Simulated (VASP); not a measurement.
Given:

```
GaP
1.0
    0.00000     2.66937     2.66937
    2.66937     0.00000     2.66937
    2.66937     2.66937     0.00000
Ga P
1 1
Direct
  0.00000   0.00000   0.00000
  0.25000   0.25000   0.25000
```

These are vdW-DF-cx, VASP's PBE PAW potentials (set 64) (plane waves; VASP 6.6.1) values and carry that method's errors. Settings: 520 eV cut-off, 8×8×8 Γ-centred mesh, Gaussian smearing of 0.050 eV, potentials Ga_d P.

**Question.** Give the stress tensor in GPa (positive for a compressed cell).

**Answer.** 
```
5.90  0.00  0.00
0.00  5.90  0.00
0.00  0.00  5.90
```
The pressure is its mean diagonal, 5.90 GPa.

The compound is GaP in the zinc blende structure. This cell is one point of a volume scan, at 0.94 of the reference volume.
